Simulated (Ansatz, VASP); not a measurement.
## One calculation of KNaICl, two programs

```
K Na I Cl
1.0
     3.84520    0.00000    0.00000
     0.00000    4.79570    0.00000
     0.00000    0.00000    6.49942
K Na I Cl
1 1 1 1
Direct
  0.50000 0.50000 0.50000
  0.00000 0.00000 0.00000
  0.50000 0.50000 0.00000
  0.00000 0.00000 0.50000
```

Change from the starting cell: strain +e along x and -e along y -0.1100, strain +e along z and -e/2 along x and y +0.0000.

Alike in both runs: task single point; functional LDA; k mesh 6 × 6 × 4; occupations gaussian, width 0.05 eV; no spin polarisation.

|  | VASP | Ansatz |
| --- | --- | --- |
| version | VASP 6.6.1 | Ansatz 0.2.0 |
| potentials or method | VASP PAW LDA potentials, release 64 (K_sv, Na_pv, I, Cl) | scalar-relativistic, plane waves, PAW |
| plane-wave cutoff (eV) | 520 | 520 |
| valence electrons in the cell | 30 | 42 |

|  | VASP | Ansatz | Ansatz less VASP |
| --- | --- | --- | --- |
| gap on the k mesh at the Fermi level (eV) | 2.94 | 2.93 | -0.005 |
| least direct gap on the mesh (eV) | 2.94 | 2.94 | -0.004 |
| pressure (GPa) | 0.2 | 0.2 | -0.06 |
| largest component of the traceless stress (GPa) | 2.48 | 2.49 | +0.011 |

The two sets of potentials don't hold the same shells in valence.

Caveats: spin-orbit coupling is left out, which moves the levels of the heavy elements. A k mesh can miss the band edges.
